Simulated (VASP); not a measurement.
Consider the following.

```xyz
2
Lattice="0.0000 2.4083 2.4083 2.4083 0.0000 2.4083 2.4083 2.4083 0.0000" Properties=species:S:1:pos:R:3 pbc="T T T"
B      0.0000     0.0000     0.0000
As     1.2041     1.2041     1.2041
```

Calculation: PBE GGA, VASP's PBE PAW potentials (set 64) (plane waves; VASP 6.6.1). Numerical set-up: 450 eV cut-off, Gaussian smearing of 0.050 eV, potentials B As.

Question: Give the energies of bands 2 to 7 at the high-symmetry points, in eV from the valence-band maximum.

Answer: 
```csv
band,Γ,X,U,L,W
2,0.00,-8.39,-8.03,-8.61,-7.95
3,0.00,-3.98,-5.79,-1.78,-5.34
4,0.00,-3.98,-3.40,-1.78,-5.05
5,3.25,1.46,2.05,2.55,5.24
6,3.25,1.46,5.47,4.75,5.80
7,3.25,11.13,9.05,4.75,6.75
```

The gap is indirect, 1.20 eV, from the valence maximum at Γ to the conduction minimum at Γ-X at 0.79.

Measured: gap 1.82 eV (computed value off by -0.62 eV), as given by Wikipedia, List of semiconductor materials.

The compound is BAs in the zinc blende structure. It was relaxed first.
